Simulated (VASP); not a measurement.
Consider the following.

```
Ag
1.0
   -1.61072     1.61072     1.61072
    1.61072    -1.61072     1.61072
    1.61072     1.61072    -1.61072
Ag
1
Direct
  0.00000   0.00000   0.00000
```

All values below come from PBEsol GGA, VASP's PBE PAW potentials (set 64) (plane waves; VASP). Run with 400 eV cut-off, 18×18×18 Γ-centred mesh, tetrahedra with Blöchl corrections, potentials Ag.

**Question.** What does the run give for the energy per atom (σ→0), band gap (on the k-mesh) with the smallest direct gap where there is one?

**Answer.** 
```
Quantity                                                    Result
------------------------  ----------------------------------------
band gap (on the k-mesh)  none (metal, semimetal or under 0.01 eV)
energy per atom (σ→0)                               -3273 meV/atom
```

Only differences to runs with the same potentials and settings are physical.

The structure was generated: Ag was put into the bcc type (Im-3m), which need not be its known phase. It was relaxed first.
